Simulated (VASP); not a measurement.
Computed with optB88-vdW, VASP's PBE PAW potentials (set 64) (plane waves; VASP 6.6.1).

Input for VASP

File KPOINTS:
```
kpoints
0
gamma
  7 7 7
0 0 0
```

**POSCAR**
```
SnTe
1
    0.0000000000     3.2382548098     3.2382548098
    3.2382548098     0.0000000000     3.2382548098
    3.2382548098     3.2382548098     0.0000000000
Sn Te
1 1
Direct
  0.0000000000   0.0000000000   0.0000000000
  0.5000000000   0.5000000000   0.5000000000
```

INCAR:
```
SYSTEM = SnTe
PREC = Accurate
ENCUT = 520
EDIFF = 1E-7
NELM = 100
ALGO = Normal
LREAL = .FALSE.
LASPH = .TRUE.
ISMEAR = 0
SIGMA = 0.05
GGA = BO
PARAM1 = 0.1833333333
PARAM2 = 0.22
LUSE_VDW = .TRUE.
AGGAC = 0.0
LMAXMIX = 4
LWAVE = .FALSE.
LCHARG = .FALSE.
ISIF = 2
```

POTCAR, in this order: Sn_d Te (PBE.64 set). Program: vasp_std.

The run wrote:

File OUTCAR:
```
 ion  position               nearest neighbor table
   1  0.000  0.000  0.000-   2 3.24   2 3.24   2 3.24   2 3.24   2 3.24   2 3.24
   2  0.500  0.500  0.500-   1 3.24   1 3.24   1 3.24   1 3.24   1 3.24   1 3.24
  LATTYP: Found a face centered cubic cell.
 ALAT       =     6.4765096196
 Subroutine PRICEL returns:
 Original cell was already a primitive cell.
 Subroutine GETGRP returns: Found 48 space group operations
The static configuration has the point symmetry O_h .
The dynamic configuration has the point symmetry O_h .
 Subroutine INISYM returns: Found 48 space group operations
 Subroutine IBZKPT returns following result:
 Found     20 irreducible k-points:

 Following reciprocal coordinates:
            Coordinates               Weight
  0.000000  0.000000  0.000000      1.000000
  0.142857  0.000000  0.000000      8.000000
  0.285714  0.000000  0.000000      8.000000
  0.428571  0.000000  0.000000      8.000000
  0.142857  0.142857  0.000000      6.000000
  0.285714  0.142857  0.000000     24.000000
  0.428571  0.142857  0.000000     24.000000
 -0.428571  0.142857  0.000000     24.000000
 -0.285714  0.142857  0.000000     24.000000
 -0.142857  0.142857  0.000000     12.000000
  0.285714  0.285714  0.000000      6.000000
  0.428571  0.285714  0.000000     24.000000
 -0.428571  0.285714  0.000000     24.000000
 -0.285714  0.285714  0.000000     12.000000
  0.428571  0.428571  0.000000      6.000000
 -0.428571  0.428571  0.000000     12.000000
  0.428571  0.285714  0.142857     24.000000
 -0.428571  0.285714  0.142857     48.000000
 -0.428571  0.428571  0.142857     24.000000
 -0.285714  0.428571  0.142857     24.000000
   k-points           NKPTS =     20   k-points in BZ     NKDIM =     20   number of bands    NBANDS=     14
   number of dos      NEDOS =    301   number of ions     NIONS =      2
   total plane-waves  NPLWV =  46656
   dimension x,y,z NGX =    36 NGY =   36 NGZ =   36
...
```

OSZICAR:
```
       N       E                     dE             d eps       ncg     rms          rms(c)
DAV:   1     0.125736673719E+03    0.12574E+03   -0.96531E+03   560   0.161E+03
DAV:   2     0.705893186257E+01   -0.11868E+03   -0.11750E+03   584   0.360E+02
DAV:   3    -0.225112539965E+01   -0.93101E+01   -0.92807E+01   728   0.961E+01
DAV:   4    -0.249397724450E+01   -0.24285E+00   -0.24277E+00   628   0.172E+01
DAV:   5    -0.250408709875E+01   -0.10110E-01   -0.10110E-01   784   0.323E+00    0.368E+00
DAV:   6    -0.241023958867E+01    0.93848E-01   -0.26639E-01   644   0.309E+00    0.233E+00
DAV:   7    -0.241339654527E+01   -0.31570E-02   -0.65358E-02   650   0.122E+00    0.942E-01
DAV:   8    -0.241518633935E+01   -0.17898E-02   -0.69803E-03   584   0.777E-01    0.164E-01
DAV:   9    -0.241531540117E+01   -0.12906E-03   -0.91766E-04   686   0.272E-01    0.424E-02
DAV:  10    -0.241534942610E+01   -0.34025E-04   -0.12031E-04   584   0.788E-02    0.303E-02
DAV:  11    -0.241535742051E+01   -0.79944E-05   -0.20938E-05   614   0.341E-02    0.135E-02
DAV:  12    -0.241535768015E+01   -0.25964E-06   -0.11645E-06   704   0.132E-02    0.659E-03
DAV:  13    -0.241535747316E+01    0.20699E-06   -0.85907E-08   430   0.216E-03    0.247E-03
DAV:  14    -0.241535742616E+01    0.47000E-07   -0.11918E-07   310   0.388E-03
   1 F= -.24153574E+01 E0= -.24153574E+01  d E =-.802781E-14
```

File OUTCAR:
```
------------------------ aborting loop because EDIFF is reached ----------------------------------------
  FORCE on cell =-STRESS in cart. coord.  units (eV):
  Direction    XX          YY          ZZ          XY          YZ          ZX
  --------------------------------------------------------------------------------------
  Total       -0.4918962     -0.4918962     -0.4918962     -0.0000000      0.0000000      0.0000000
  in kB      -11.6043553    -11.6043553    -11.6043553     -0.0000000      0.0000000      0.0000000
  external PRESSURE =     -11.6043553 kB  Pullay stress =       0.0000000 kB
  volume of cell :       67.91
      direct lattice vectors                 reciprocal lattice vectors
     0.000000000  3.238254810  3.238254810    -0.154404156  0.154404156  0.154404156
     3.238254810  0.000000000  3.238254810     0.154404156 -0.154404156  0.154404156
     3.238254810  3.238254810  0.000000000     0.154404156  0.154404156 -0.154404156
 POSITION                                       TOTAL-FORCE (eV/Angst)
 -----------------------------------------------------------------------------------
      0.00000      0.00000      0.00000         0.000000      0.000000     -0.000000
      3.23825      3.23825      3.23825         0.000000     -0.000000      0.000000
 -----------------------------------------------------------------------------------
    total drift:                               -0.000000      0.000000      0.000000
  FREE ENERGIE OF THE ION-ELECTRON SYSTEM (eV)
  ---------------------------------------------------
  free  energy   TOTEN  =        -2.4153574262 eV

  energy  without entropy=       -2.4153574262  energy(sigma->0) =       -2.41535743
```
(Selected blocks of OUTCAR.)

The compound is SnTe in the rock salt structure, which distorts at low temperature. This cell is one point of a volume scan, at 1.03 of the reference volume.
